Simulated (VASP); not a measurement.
# SnPb3Se4 (Cmmm) in VASP: notebook

The runs below take SnPb3Se4 through band structure, with PBEsol.

All numbers are computed with VASP 6.6.1; they aren't measurements. Logs are shortened: lines on timing, memory, paths and dates and some standing lists are left out, and cuts for length are marked.

## 1. Starting point

It takes space group Cmmm (No. 65, orthorhombic). The conventional cell has a = 8.579 Å, b = 12.133 Å, c = 4.290 Å, α = 90.00°, β = 90.00°, γ = 90.00°. Sn (site symmetry mmm) is surrounded by 6 Se at 3.00 Å. Around Pb (site symmetry 2/m) lie 6 Se at 3.03 Å. Pb (site symmetry mmm) is surrounded by 6 Se at 3.07 Å. Se (site symmetry m2m) has 1 Sn at 3.00 Å and 5 Pb at 3.03 to 3.07 Å as nearest neighbours. Se (site symmetry 2mm) is surrounded by 2 Sn at 3.00 Å and 4 Pb at 3.03 to 3.07 Å.

The cell was built by a generator and needn't be a form met in nature.

## 2. Band structure, PBEsol

The input, INCAR:

```
PREC = Accurate
ENCUT = 520
EDIFF = 1E-7
ISMEAR = 0
SIGMA = 0.03
LREAL = False
LASPH = True
NELM = 80
ALGO = Normal
ISIF = 2
LWAVE = False
LCHARG = False
GGA = PS
NBANDS = 94
ICORELEVEL = 1
KPAR = 4
```

The input, KPOINTS:

```
regular mesh
0
Gamma
  6 6 6
```

The input, POSCAR:

```
SnPb3Se4                                
1.0
    0.0000000000      6.0669884640     -6.0669884640
   -6.0663739144      0.0003141802     -6.0666742838
   -6.0663739144      6.0666742838     -0.0003141802
  Sn              Pb              Se            
     2     6     8
Direct
     0.5000000000000000    0.5000000000000000    0.0000000000000000
     0.0000000000000000    0.5000000000000000    0.0000000000000000
     0.5000000000000000    0.0000000000000000    0.0000000000000000
     0.0000000000000000    0.0000000000000000    0.0000000000000000
     0.5000000000000000    0.5000000000000000    0.5000000000000000
     0.0000000000000000    0.5000000000000000    0.5000000000000000
     0.5000000000000000    0.0000000000000000    0.5000000000000000
     0.0000000000000000    0.0000000000000000    0.5000000000000000
     0.7527613302037963    0.7472386697962037    0.2472386697962037
     0.2527613302037963    0.7472386697962037    0.2472386697962037
     0.7500000000000000    0.2555094404725438    0.2444905595274562
     0.2500000000000000    0.2555094404725438    0.2444905595274562
     0.7500000000000000    0.7444905595274562    0.7555094404725438
     0.2500000000000000    0.7444905595274562    0.7555094404725438
     0.7472386697962037    0.2527613302037963    0.7527613302037963
     0.2472386697962037    0.2527613302037963    0.7527613302037963
```

The input, KPOINTS_OPT:

```
explicit points
6
Reciprocal
 0.0000000000  0.0000000000  0.0000000000 1
 0.3750000000  0.3750000000  0.7500000000 1
 0.5000000000  0.5000000000  0.5000000000 1
 0.6250000000  0.2500000000  0.6250000000 1
 0.5000000000  0.2500000000  0.7500000000 1
 0.5000000000  0.0000000000  0.5000000000 1
```

Potentials or basis: VASP PAW PBE potentials, release 64 (Sn_d, Pb_d, Se).

Command:

```
$ cat potpaw_PBE.64/Sn_d/POTCAR potpaw_PBE.64/Pb_d/POTCAR potpaw_PBE.64/Se/POTCAR > POTCAR
$ mpirun -np 4 vasp_std > vasp.out
```

OUTCAR:

```text
PREC = Accurate
   ENCUT = 520
   EDIFF = 1E-7
   ISMEAR = 0
   LREAL = False
   LASPH = True
   NELM = 80
   ISIF = 2
   GGA = PS

 ion  position               nearest neighbor table
   1  0.500  0.500  0.000-  10 3.00  15 3.00  12 3.00  13 3.00  14 3.00  11 3.00
   2  0.000  0.500  0.000-   9 3.00  16 3.00  12 3.00  13 3.00  14 3.00  11 3.00
   3  0.500  0.000  0.000-   9 3.03  10 3.03  15 3.03  16 3.03  12 3.03  13 3.03
   4  0.000  0.000  0.000-   9 3.03  10 3.03  15 3.03  16 3.03  11 3.03  14 3.03
   5  0.500  0.500  0.500-   9 3.03  16 3.03  15 3.03  10 3.03  11 3.03  14 3.03
   6  0.000  0.500  0.500-  10 3.03  15 3.03   9 3.03  16 3.03  12 3.03  13 3.03
[... 8 lines left out ...]
  15  0.747  0.253  0.753-   1 3.00   3 3.03   4 3.03   6 3.03   5 3.03   8 3.07
  16  0.247  0.253  0.753-   2 3.00   3 3.03   4 3.03   5 3.03   6 3.03   7 3.07

  LATTYP: Found a body centered orthorhombic cell.
 ALAT       =     8.5791287328
 B/A-ratio  =     1.0001035811
 C/A-ratio  =     1.4142167820

  Lattice vectors:

 A1 = (   6.0663739144,   6.0666742838,  -0.0003141802)
 A2 = (   6.0663739144,  -6.0666742838,   0.0003141802)
 A3 = (  -6.0663739144,   0.0003141802,  -6.0666742838)

Analysis of symmetry for initial positions (statically):
=====================================================================
 Subroutine PRICEL returns following result:

  LATTYP: Found a base centered orthorhombic cell.
 ALAT       =     8.5791287328
 B/A-ratio  =     1.4142167820
 C/A-ratio  =     0.5000517906

  Lattice vectors:

 A1 = (   6.0663739144,  -3.0331800518,  -3.0331800518)
 A2 = (  -6.0663739144,  -3.0331800518,  -3.0331800518)
 A3 = (   0.0000000000,   3.0334942320,  -3.0334942320)

   2 primitive cells build up your supercell.

 Routine SETGRP: Setting up the symmetry group for a
 body centered orthorhombic supercell.

 Subroutine GETGRP returns: Found  8 space group operations
 (whereof  4 operations were pure point group operations)
 out of a pool of  8 trial point group operations.

The static configuration has the point symmetry C_2h.
 The point group associated with its full space group is D_2h.

Analysis of symmetry for dynamics (positions and initial velocities):
=====================================================================
 Subroutine PRICEL returns following result:

  LATTYP: Found a base centered orthorhombic cell.
 ALAT       =     8.5791287328
 B/A-ratio  =     1.4142167820
 C/A-ratio  =     0.5000517906

  Lattice vectors:

 A1 = (   6.0663739144,  -3.0331800518,  -3.0331800518)
 A2 = (  -6.0663739144,  -3.0331800518,  -3.0331800518)
 A3 = (   0.0000000000,   3.0334942320,  -3.0334942320)

   2 primitive cells build up your supercell.

 Routine SETGRP: Setting up the symmetry group for a
 body centered orthorhombic supercell.

 Subroutine GETGRP returns: Found  8 space group operations
 (whereof  4 operations were pure point group operations)
 out of a pool of  8 trial point group operations.

The dynamic configuration has the point symmetry C_2h.
 The point group associated with its full space group is D_2h.

 Subroutine INISYM returns: Found  8 space group operations
 (whereof  4 operations are pure point group operations),
 and found     2 'primitive' translations

----------------------------------------------------------------------------------------

                                     Primitive cell

  volume of cell :     223.2701

  direct lattice vectors                    reciprocal lattice vectors
     6.066373914 -3.033180052 -3.033180052     0.082421560 -0.082421747 -0.082421747
    -6.066373914 -3.033180052 -3.033180052    -0.082421560 -0.082421747 -0.082421747
     0.000000000  3.033494232 -3.033494232     0.000000000  0.164826422 -0.164826422

  length of vectors
     7.429754701  7.429754701  4.290008684     0.142758546  0.142758546  0.233099761

  position of ions in fractional coordinates (direct lattice)
     1.000000000  0.500000000  0.500000000
     0.000000000  0.000000000  1.000000000
[... 84 lines left out ...]
   LNONCOLLINEAR =      F non collinear calculations
   LSORBIT =      F    spin-orbit coupling
   LASPH  =      T    aspherical Exc in radial PAW
   ENCUT  =  520.0 eV  38.22 Ry    6.18 a.u.  15.95 15.95 15.95*2*pi/ulx,y,z
   NELM   =     80;   NELMIN=  2; NELMDL= -5     # of ELM steps
   EDIFF  = 0.1E-06   stopping-criterion for ELM
   LREAL  =      F    real-space projection
   EDIFFG = 0.1E-05   stopping-criterion for IOM
   NSW    =      0    number of steps for IOM
   IBRION =     -1    ionic relax: 0-MD 1-quasi-New 2-CG
   NFREE  =      0    steps in history (QN), initial steepest desc. (CG)
   ISIF   =      2    stress and relaxation
   ISYM   =      2    0-nonsym 1-usesym 2-fastsym
   POTIM  = 0.5000    time-step for ionic-motion
   TEBEG  =    0.0;   TEEND  =   0.0 temperature during run
   PSTRESS=    0.0 pullay stress
   NELECT =     160.0000    total number of electrons
   NUPDOWN=      -1.0000    fix difference up-down
   EMIN   =  10.00;   EMAX   =-10.00  energy-range for DOS
   EFERMI =   0.00;   METHOD = LEGACY
   ISMEAR =     0;   SIGMA  =   0.03  broadening in eV -4-tet -1-fermi 0-gaus
   EFERMI_NEDOS =   21; number of points for ismear=-14 and -15
   IALGO  =     38    algorithm
   IMIX   =      4    mixing-type and parameters
     AMIX     =   0.40;   BMIX     =  1.00
     AMIX_MAG =   1.60;   BMIX_MAG =  1.00
  volume/ion in A,a.u.               =      27.91       188.34
  Fermi-wavevector in a.u.,A,eV,Ry     =   1.162772  2.197321 18.395611  1.352039
  Thomas-Fermi vector in A             =   2.299330
   LORBIT       =      0    0 simple, 1 ext, 2 COOP (PROOUT), +10 PAW based schemes
   GGA     = PS    functional components
   LHFCALC =     F    Hartree Fock is set to
   AEXX    =    0.0000 exact exchange contribution
   IVDW    =     0    specifies the selected vdW correction
   LEPSILON=     F    determine dielectric tensor
   LRPA    =     F    only Hartree local field effects (RPA)
 non-spin polarized calculation
 Gauss-broadening in eV      SIGMA  =   0.03
  energy-cutoff  :      520.00
  volume of cell :      446.54
 maximum number of plane-waves:     12054
   NGX = 31   NGY = 31   NGZ = 31

 number of electron     160.0000020 magnetization

 Free energy of the ion-electron system (eV)
  ---------------------------------------------------
  ext. energy  EPLUGINS =         0.00000000
  ---------------------------------------------------
  free energy    TOTEN  =       -71.39596890 eV

  energy without entropy =      -71.39569645  energy(sigma->0) =      -71.39583268

 the core state eigenenergies are
   1-  1s -28997.7237  2s  -4369.1812  2p  -3920.8083  3s   -835.3665  3p   -688.9148
       3d   -463.6310  4s   -124.2148  4p    -79.9878
   2-  1s -28997.7237  2s  -4369.1812  2p  -3920.8083  3s   -835.3665  3p   -688.9148
       3d   -463.6310  4s   -124.2148  4p    -79.9878
   3-  1s -88082.3051  2s -15743.8025  2p -13498.5654  3s  -3772.0557  3p  -3128.5933
       3d  -2473.6448  4s   -846.5860  4p   -635.7936  4d   -392.1813  4f   -123.2137
       5s   -134.3978  5p    -76.0990
   4-  1s -88082.3051  2s -15743.8025  2p -13498.5654  3s  -3772.0557  3p  -3128.5933
       3d  -2473.6448  4s   -846.5860  4p   -635.7936  4d   -392.1813  4f   -123.2137
       5s   -134.3978  5p    -76.0990
   5-  1s -88082.3051  2s -15743.8025  2p -13498.5654  3s  -3772.0557  3p  -3128.5933
       3d  -2473.6448  4s   -846.5860  4p   -635.7936  4d   -392.1813  4f   -123.2137
       5s   -134.3978  5p    -76.0990
   6-  1s -88082.3051  2s -15743.8025  2p -13498.5654  3s  -3772.0557  3p  -3128.5933
       3d  -2473.6448  4s   -846.5860  4p   -635.7936  4d   -392.1813  4f   -123.2137
       5s   -134.3978  5p    -76.0990
   7-  1s -88082.3646  2s -15743.8602  2p -13498.6232  3s  -3772.1112  3p  -3128.6488
       3d  -2473.7006  4s   -846.6380  4p   -635.8452  4d   -392.2326  4f   -123.2646
       5s   -134.4426  5p    -76.1417
   8-  1s -88082.3646  2s -15743.8602  2p -13498.6232  3s  -3772.1112  3p  -3128.6488
       3d  -2473.7006  4s   -846.6380  4p   -635.8452  4d   -392.2326  4f   -123.2646
       5s   -134.4426  5p    -76.1417
   9-  1s -12492.2118  2s  -1595.7237  2p  -1402.0730  3s   -202.3882  3p   -141.8592
       3d    -42.0459
  10-  1s -12492.2118  2s  -1595.7237  2p  -1402.0730  3s   -202.3882  3p   -141.8592
       3d    -42.0459
  11-  1s -12492.2540  2s  -1595.7618  2p  -1402.1117  3s   -202.4206  3p   -141.8915
       3d    -42.0774
  12-  1s -12492.2540  2s  -1595.7618  2p  -1402.1117  3s   -202.4206  3p   -141.8915
       3d    -42.0774
  13-  1s -12492.2540  2s  -1595.7618  2p  -1402.1117  3s   -202.4206  3p   -141.8915
       3d    -42.0774
  14-  1s -12492.2540  2s  -1595.7618  2p  -1402.1117  3s   -202.4206  3p   -141.8915
       3d    -42.0774
  15-  1s -12492.2118  2s  -1595.7237  2p  -1402.0730  3s   -202.3882  3p   -141.8592
       3d    -42.0459
  16-  1s -12492.2118  2s  -1595.7237  2p  -1402.0730  3s   -202.3882  3p   -141.8592
       3d    -42.0459

 E-fermi :   5.3153     XC(G=0):  -9.7999

 val. band max:        5.3052492424   @ k =   0.0000   0.0000   0.0000
 cond. band min:       5.3250974429   @ k =   0.0000   0.0000   0.0000
 fundamental gap:      0.0198482005
 Fermi energy:         5.3153247411

 k-point     1 :       0.0000    0.0000    0.0000
  band No.  band energies     occupation
      1     -16.1356      2.00000
      2     -16.1331      2.00000
      3     -16.1277      2.00000
      4     -16.1239      2.00000
      5     -16.1218      2.00000
      6     -16.1186      2.00000
[... 2269 lines left out ...]
     91       8.5470      0.00000
     92       8.5989      0.00000

 [... further k-points ...]

 [bands above 92 left out]

------------------------ aborting loop because EDIFF is reached ----------------------------------------

  FORCE on cell =-STRESS in cart. coord.  units (eV):
  Direction    XX          YY          ZZ          XY          YZ          ZX
  --------------------------------------------------------------------------------------
  -------------------------------------------------------------------------------------
  Total       -0.0231892     -0.0284008     -0.0284008      0.0000000      0.0246000      0.0000000
  in kB       -0.0832024     -0.1019015     -0.1019015      0.0000000      0.0882642      0.0000000
  external PRESSURE =      -0.0956684 kB  Pullay stress =       0.0000000 kB

 VOLUME and BASIS-vectors are now :
 -----------------------------------------------------------------------------
  energy-cutoff  :      520.00
  volume of cell :      446.54
      direct lattice vectors                 reciprocal lattice vectors
     0.000000000  6.066988464 -6.066988464     0.082421560  0.082413211 -0.082413211
    -6.066373914  0.000314180 -6.066674284    -0.082421560 -0.082421747 -0.082421747
    -6.066373914  6.066674284 -0.000314180    -0.082421560  0.082421747  0.082421747

 POSITION                                       TOTAL-FORCE (eV/Angst)
 -----------------------------------------------------------------------------------
     -3.03319      3.03365     -6.06683         0.000000     -0.000000      0.000000
     -3.03319      0.00016     -3.03334         0.000000     -0.000000      0.000000
      0.00000      3.03349     -3.03349         0.000000     -0.000000      0.000000
      0.00000      0.00000      0.00000         0.000000     -0.000000      0.000000
     -6.06637      6.06699     -6.06699         0.000000     -0.000000      0.000000
     -6.06637      3.03349     -3.03349         0.000000     -0.000000      0.000000
[... 8 lines left out ...]
     -6.09988      9.10033     -6.06715        -0.003397      0.000000     -0.000000
     -6.09988      6.06683     -3.03365        -0.003397      0.000000     -0.000000
 -----------------------------------------------------------------------------------
    total drift:                               -0.000000      0.000000     -0.000000

  FREE ENERGIE OF THE ION-ELECTRON SYSTEM (eV)
  ---------------------------------------------------
  free  energy   TOTEN  =       -71.3959689041 eV

  energy  without entropy=      -71.3956964509  energy(sigma->0) =      -71.39583268
```

It took 19 min on 4 MPI ranks of Intel Xeon Platinum 8259CL at 2.50GHz (Skylake/Cascade Lake), shared host; peak memory 2.2 GiB.

Results:

```yaml
Free_energy: -71.3960 eV
Pressure: 0.0 GPa
Largest_force: 0.003 eV/Å
Band_gap_on_the_k_mesh: 0.02 eV
Band_gap_along_the_path: 0.02 eV
```

Forces in eV/Å, atoms in the order of the input:
```
Sn   0.000  0.000  0.000
Sn   0.000  0.000  0.000
Pb   0.000  0.000  0.000
Pb   0.000  0.000  0.000
Pb   0.000  0.000  0.000
Pb   0.000  0.000  0.000
Pb   0.000  0.000  0.000
Pb   0.000  0.000  0.000
Se   0.003  0.000  0.000
Se   0.003  0.000  0.000
Se   0.000  0.000  0.000
Se   0.000  0.000  0.000
Se   0.000  0.000  0.000
Se   0.000  0.000  0.000
Se  -0.003  0.000  0.000
Se  -0.003  0.000  0.000
```

Levels at points of the mesh, in eV from the valence-band top:
```
           k point  band 77  band 78  band 79  band 80  band 81  band 82  band 83  band 84
(0.00, 0.00, 0.00)    -0.11    -0.11     0.00     0.00     0.02     0.02     0.26     0.28
(0.50, 0.00, 0.00)    -1.94    -1.94    -1.11    -1.11     2.00     2.00     2.63     2.63
(0.00, 0.50, 0.00)    -1.94    -1.94    -1.16    -1.09     1.86     2.14     2.58     2.61
(0.50, 0.50, 0.00)    -0.95    -0.95    -0.56    -0.56     1.17     1.17     1.21     1.21
(0.00, 0.50, 0.50)    -0.93    -0.93    -0.68    -0.49     1.14     1.14     1.24     1.25
```

Core levels (eV, on the scale of the bands):
```tsv
atom	levels
1 Sn	1s -28997.7, 2s -4369.2, 2p -3920.8, 3s -835.4, 3p -688.9, 3d -463.6, 4s -124.2, 4p -80.0
2 Sn	1s -28997.7, 2s -4369.2, 2p -3920.8, 3s -835.4, 3p -688.9, 3d -463.6, 4s -124.2, 4p -80.0
3 Pb	1s -88082.3, 2s -15743.8, 2p -13498.6, 3s -3772.1, 3p -3128.6, 3d -2473.6, 4s -846.6, 4p -635.8, 4d -392.2, 4f -123.2, 5s -134.4, 5p -76.1
4 Pb	1s -88082.3, 2s -15743.8, 2p -13498.6, 3s -3772.1, 3p -3128.6, 3d -2473.6, 4s -846.6, 4p -635.8, 4d -392.2, 4f -123.2, 5s -134.4, 5p -76.1
5 Pb	1s -88082.3, 2s -15743.8, 2p -13498.6, 3s -3772.1, 3p -3128.6, 3d -2473.6, 4s -846.6, 4p -635.8, 4d -392.2, 4f -123.2, 5s -134.4, 5p -76.1
6 Pb	1s -88082.3, 2s -15743.8, 2p -13498.6, 3s -3772.1, 3p -3128.6, 3d -2473.6, 4s -846.6, 4p -635.8, 4d -392.2, 4f -123.2, 5s -134.4, 5p -76.1
```

Caveat: the PAW data sets were made with another functional, which shifts forces and pressure a little; spin-orbit coupling is left out, which as a rule narrows the gap of such compounds by several tenths of an eV.

## 3. Band structure, PBEsol, spin-orbit coupling, no magnetisation

Changes to INCAR since step 2:

```diff
@@ -12,5 +12,8 @@
 LCHARG = False
+MAGMOM = 0 0 0 0 0 0 0 0 0 0 0 0 0 0 0 0 0 0 0 0 0 0 0 0 0 0 0 0 0 0 0 0 0 0 0 0 0 0 0 0 0 0 0 0 0 0 0 0
+LORBIT = 11
+LSORBIT = True
+GGA_COMPAT = False
 GGA = PS
-NBANDS = 94
-ICORELEVEL = 1
+NBANDS = 188
 KPAR = 4
```

The input, KPOINTS:

```
regular mesh
0
Gamma
  4 4 4
```

POSCAR is that of step 2.

KPOINTS_OPT is that of step 2.

Potentials or basis: VASP PAW PBE potentials, release 64 (Sn_d, Pb_d, Se).

Command:

```
$ cat potpaw_PBE.64/Sn_d/POTCAR potpaw_PBE.64/Pb_d/POTCAR potpaw_PBE.64/Se/POTCAR > POTCAR
$ mpirun -np 4 vasp_ncl > vasp.out
```

It took 48 min on 4 MPI ranks of Intel Xeon Platinum 8259CL at 2.50GHz (Skylake/Cascade Lake), shared host; peak memory 3.7 GiB.

Results (log left out):

| Property | Result |
| --- | --- |
| Free energy | -74.1661 eV |
| Pressure | -0.4 GPa |
| Largest force | 0.032 eV/Å |
| Valence electrons inside the program's atomic spheres | Sn 12.04; Pb 11.87; Se 3.79 |

Forces on the atoms (eV/Å):
```
Sn   0.000  0.000  0.000
Sn   0.000  0.000  0.000
Pb   0.000  0.000  0.000
Pb   0.000  0.000  0.000
Pb   0.000  0.000  0.000
Pb   0.000  0.000  0.000
Pb   0.000  0.000  0.000
Pb   0.000  0.000  0.000
Se   0.026  0.000  0.000
Se   0.026  0.000  0.000
Se   0.000 -0.022 -0.022
Se   0.000 -0.022 -0.022
Se   0.000  0.022  0.022
Se   0.000  0.022  0.022
Se  -0.026  0.000  0.000
Se  -0.026  0.000  0.000
```

Caveat: the PAW data sets were made with another functional, which shifts forces and pressure a little.
